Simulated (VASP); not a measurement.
Given:

```xyz
2
Lattice="1.7474 -3.0265 0.0000 1.7474 3.0265 0.0000 0.0000 0.0000 5.3970" Properties=species:S:1:pos:R:3 pbc="T T T"
Er     1.7474     1.0088     1.3493
Er     1.7474    -1.0088     4.0478
```

These are r2SCAN+rVV10, VASP's PBE PAW potentials (set 64) (plane waves; VASP) values and carry that method's errors. Settings: 520 eV cut-off, 12×12×7 Γ-centred mesh, first-order Methfessel-Paxton smearing of 0.10 eV, potentials Er_3.

The 4f electrons are frozen in the core of the lanthanide potential, so 4f levels, which can set the real gap, and their magnetism are missing.

Task: Give the stress tensor in GPa (positive for a compressed cell).

Result: 
```
3.49  0.00  0.00
0.00  3.49  0.00
0.00  0.00  3.54
```
The pressure is its mean diagonal, 3.51 GPa.

The compound is Er in the hcp structure. This cell is one point of a volume scan, at 0.94 of the reference volume.
